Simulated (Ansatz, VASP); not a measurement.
# MoS2: VASP beside Ansatz

One calculation is typed for both programs; each brings its own data sets. How far apart do they land? The cell is taken from a series of runs on this material, whose earlier steps may have relaxed, scaled, displaced or heated it; both programs get it as it stands.

Program: Ansatz 0.2.0. Level of theory: plane waves, with VASP 6.6.1 beside it; PBEsol. Results are calculated unless marked as measured.

## 1. The starting structure

The cell holds 3 atoms: 1 Mo and 2 S. Cell: a = 3.019 Å, b = 3.089 Å, c = 29.504 Å, α = 90.0°, β = 90.0°, γ = 119.3°. Vacuum lies along c.

## 2. Ansatz: zone-centre phonons, PBEsol, pair 1

Ansatz runs on its PAW soft_1 files.

Second derivatives magnify differences that forces hide, and they need a tight electronic threshold.

Input file input.yaml:

```yaml
crystal:
  lattice:
    - [3.0186784053, 0.0, 0.0]
    - [-1.5093392026, 2.6951053451, 0.0]
    - [0.0, 0.0, 29.504]
  atoms:
    - { symbol: Mo, position: [0.0, 0.0, 0.3389370933] }
    - { symbol: S, position: [0.3298135101, 0.6596270201, 0.3941612559] }
    - { symbol: S, position: [0.6701864899, 0.3403729799, 0.2837129307] }
  periodic: [true, true, false]
kpoints:
  mp_grid: { grid: [15, 15, 1] }
hamiltonian:
  xc: pbesol
  pseudopotentials: { kind: paw, azcp: { folder: soft_1 }, xc_functional: pbe }
scf:
  occupations: { method: methfessel_paxton, width: 0.2 }
output:
  eigenvalues: true
phonons:
  method: dfpt
```

Command:

```sh
$ ansatz run input.yaml --threads 4 --pin off --max-ram 16384MiB --backend cpu --events-out ev --progress --plain --runs-dir out
```

Numbers of over 12 decimals in the logs are rounded to 6 here.

Log:

```text
Warning: crystal.symmetry: narrowed to the stabiliser of the run's FFT grids — unitary ops 4 → 2. A phonons.method: dfpt run fills in the rows of the dynamical matrix that it does not solve by its symmetry operations, which is exact only for operations that map its FFT grids onto themselves: filled in by any other, the frequencies could depend on the order in which like atoms are typed, or, by more than the grids' own error, on where the crystal sits among the grids' points. Excluded: 2 operations. The run can therefore solve more perturbations, solve them on more k-points, or both, and cost more. [rest of the remark cut]
Engine: ansatz 0.2.0, aarch64-unknown-linux-gnu
Pseudopotentials: kind: paw
Pseudopotential: Mo, paw, valence charge 14, recommended cutoff 420 eV (normal), soft_1/Mo.paw.azcp
Pseudopotential: S, paw, valence charge 6, recommended cutoff 420 eV (normal), soft_1/S.paw.azcp
Functional definition: PBEsol
  exchange = pbesol_x
  correlation = pbesol_c
Crystal: 3 atoms, lattice volume = 240.034 Å³
Basis set: ecut = 420 eV, 4655 PW (Γ), exchange–correlation on 48×48×400 points (8 copies of the dense FFT grid, shifted against one another)
Bands: 17, of which v1, the nominal top of the filled ones, is band 13 counted from 1 (12 counted from 0)
Symmetry: 4 space group operations
k-points: 64 of 225 (irreducible under 2 space group operations, time reversal used)
Non-local potential: Mo, projectors of the file, l = 0: 3, l = 1: 2, l = 2: 2, l = 3: 1
Non-local potential: S, projectors of the file, l = 0: 2, l = 1: 2, l = 2: 1
PAW form: soft (Blöchl's): semilocal exchange-correlation on the pseudo side does not see the compensation charge
PAW frozen core: Mo, regenerated for the run's functional, and the local potential with it (the file was generated under x = pbe(κ = 0.804, μ = 0.219515), c = pbe(β = 0.066725))
PAW frozen core: S, regenerated for the run's functional, and the local potential with it (the file was generated under x = pbe(κ = 0.804, μ = 0.219515), c = pbe(β = 0.066725))
PAW one-centre angular grid: Mo, 590 points (default); XC on 64 Gauss nodes
PAW one-centre angular grid: S, 110 points (default); XC on 64 Gauss nodes
Initial density: superposition of atomic densities (neutral atoms: chi_scale 0, normalization atom)
Initial wavefunctions: pseudopotential atomic-orbital guess
Functional: x = pbesol(κ = 0.804, μ = 0.123457), c = pbesol(β = 0.046)
SCF iter   1: F=—  HF=-6670.690616 eV  |F-HF|=—  |Δ(HF+E_count)|=         —  Δρ=4.06e-2  dr2=6.19e0  ethr=3.10e-3  ⟨swp⟩=16.3  Hψ=12139  notcnv=0
preconditioner: auto → LDOS  [metal: Δε(μ)=0.072 eV  Ē_g=8.887 eV  σ=0.200 eV  W_gap=0.29  n_scr=16 (ndim 8)  ℏωp=10.2 eV  f_vac=0.751  D(μ)=1.37/eV (n_scr^D=8)  β→1.0]
SCF iter   2: F=—  HF=-6669.899229 eV  |F-HF|=—  |Δ(HF+E_count)|=   7.91e-1  S|Δr|=    0.00e0  Δρ=2.94e-2  dr2=2.44e0  ethr=3.10e-3  ⟨swp⟩=4.5  Hψ=4033  notcnv=0
SCF iter   3: F=—  HF=-6669.304477 eV  |F-HF|=—  |Δ(HF+E_count)|=   5.95e-1  S|Δr|=    0.00e0  Δρ=4.76e-3  dr2=7.75e-2  ethr=3.10e-3  ⟨swp⟩=3.5  Hψ=3188  notcnv=0
SCF iter   4: F=—  HF=-6669.291288 eV  |F-HF|=—  |Δ(HF+E_count)|=   1.32e-2  S|Δr|=    0.00e0  Δρ=6.78e-4  dr2=1.67e-3  ethr=2.98e-4  ⟨swp⟩=3.7  Hψ=2760  notcnv=0
SCF iter   5: F=—  HF=-6669.291382 eV  |F-HF|=—  |Δ(HF+E_count)|=   9.44e-5  S|Δr|=    0.00e0  Δρ=2.23e-4  dr2=2.06e-4  ethr=6.44e-6  ⟨swp⟩=3.3  Hψ=2504  notcnv=0
SCF iter   6: F=—  HF=-6669.291411 eV  |F-HF|=—  |Δ(HF+E_count)|=   2.90e-5  S|Δr|=    0.00e0  Δρ=7.87e-5  dr2=1.77e-5  ethr=7.92e-7  ⟨swp⟩=3.3  Hψ=2111  notcnv=0
SCF iter   7: F=—  HF=-6669.291421 eV  |F-HF|=—  |Δ(HF+E_count)|=   9.31e-6  S|Δr|=    0.00e0  Δρ=1.50e-5  dr2=5.62e-7  ethr=6.81e-8  ⟨swp⟩=3.4  Hψ=2430  notcnv=0
SCF iter   8: F=—  HF=-6669.291332 eV  |F-HF|=—  |Δ(HF+E_count)|=   8.84e-5  S|Δr|=    0.00e0  Δρ=3.52e-6  dr2=3.09e-8  ethr=2.16e-9  ⟨swp⟩=3.9  Hψ=2485  notcnv=0
SCF iter   9: F=—  HF=-6669.291332 eV  |F-HF|=—  |Δ(HF+E_count)|=   4.27e-8  S|Δr|=    0.00e0  Δρ=8.69e-7  dr2=1.25e-9  ethr=1.19e-10  ⟨swp⟩=3.6  Hψ=2625  notcnv=0
SCF iter  10: F=—  HF=-6669.291332 eV  |F-HF|=—  |Δ(HF+E_count)|=  9.70e-10  S|Δr|=    0.00e0  Δρ=1.67e-7  dr2=4.18e-11  ethr=4.80e-12  ⟨swp⟩=3.3  Hψ=2497  notcnv=0
SCF iter  11: F=-6669.291332 eV  HF=-6669.291332 eV  |F-HF|=1.13e-10  |Δ(HF+E_count)|=   1.84e-9  S|Δr|=    0.00e0  Δρ=2.83e-8  dr2=1.49e-12  ethr=1.00e-12  ⟨swp⟩=16.5  Hψ=10648  notcnv=0
SCF 1 converged in 11 iterations: F = -6669.291332 eV  dr2 = 1.49e-12
  greatest PAW one-centre occupation: 0.999 electrons in one spin orbital (limit 2), on the Mo atom at site 0 (counted from 0), in its partial waves of l = 0
DFPT response loops at Γ: preconditioner auto → none (partly filled bands, converged f_vac=0.758); β = 0.50; Broyden in place of MSR1
SCF converged after 11 iterations
Stability not checked: this state was not tested for a lower state beside it, because cold or Methfessel-Paxton smearing, or corrected tetrahedra, fill the levels in a way that the test cannot read (fill_not_monotonic; see scf.lower_state_search)
Free energy (F): -6669.291332 eV
Harris-Foulkes:  -6669.291332 eV  (|F-HF|=1.13e-10)
Internal energy: -6669.292553 eV  (E = F + TS)
E sigma→0 (E₀):  -6669.291637 eV
Entropy (-TS):   0.001220 eV (0.407 meV/atom)
Fermi energy:    -5.096457 eV
Step filling:    the computed levels leave a gap of 0.0305 eV = 0.2 smearing widths at the electron count; against every level under it full and every level over it empty, smearing changes F+E_penalty+E_count by -0.331 meV and its σ→0 estimate by -0.637 meV
--- Per-component energies (eV) ---
  E_band       = -576.958817
  E_kinetic    = 635.517649
  E_local      = -46154.652834  (includes V_loc(G=0)·N_el)
  E_nonlocal   = 219.511567
  E_hartree    = 22643.980894
  E_xc         = -351.898591
  E_vxc        = -385.256342  (∫ρ·V_xc dr)
  E_paw        = -4338.772153  (= ΣΔE_a)
  E_vpaw       = -180.040675  (= ΣTr[D̂ρ^β])
  E_aug_tail   = 0.000042  (compensation charges beyond the density's cutoff)
  E_ewald      = 20676.687673
  E_core_change = 0.333199  (= ΣΔE_core)
  E_smearing   = 0.001220  (= −TS)
  E_closure    = -0.000000  (closes the sum)
  Σ components = -6669.291332   (vs F -6669.291332, Δ=0.00e0)
--- Band table (eV; the first three rows and the last of 64) ---
  k-point 0: bands = [... 9 lower, -8.4236, -6.5417, -6.0367, -5.6987, -4.9911, -4.7098, -1.7600, -1.6293]
  k-point 1: bands = [... 9 lower, -8.0809, -6.5980, -6.3764, -5.9372, -4.9128, -4.4921, -2.0342, -1.6700]
  k-point 2: bands = [... 9 lower, -7.9146, -7.2574, -6.5132, -6.3205, -4.8204, -4.1664, -2.5154, -1.7383]
  k-point 63: bands = [... 9 lower, -9.2368, -9.0072, -8.0889, -5.4998, -4.9635, -3.1254, -2.6362, -0.8975]
--- Phonons (Γ-DFPT): 9 representative perturbations + reference, on 64 of 225 k-points (Σ response iterations 44) ---
  ASR residual: 6.063e-5 → 0.000e0 eV/Å²; symmetrization residual: 7.093e-6 eV/Å²
  The last average, over the group as it would stand without the narrowing to the FFT grids, took up to 6.575e-7 eV/Å² of the zone centre's force constants
  ASR residual per site (eV/Å²): 6.06e-5 4.84e-6 7.04e-6
  Γ frequencies (cm⁻¹): 0.00 0.00 0.00 248.67 265.00 267.17 267.64 379.41 401.62
  non-analytic LO–TO correction: not included (Born effective charges unavailable; polar crystals: no LO–TO splitting at Γ)
```

[end of part 1 of 3]

[Lines on the potential files, build, host, timing and source positions are cut from VASP's logs without a mark.]

[Logs are printed without paths, hosts, clocks, repeated set-up lines and the standing remarks that a program may print on its own settings, such as how far it seeks lower states.]

[Hosts, paths, dates, database ids (printed as entryN), source tags and the programs' standing remarks are cut or masked in the printed files.]
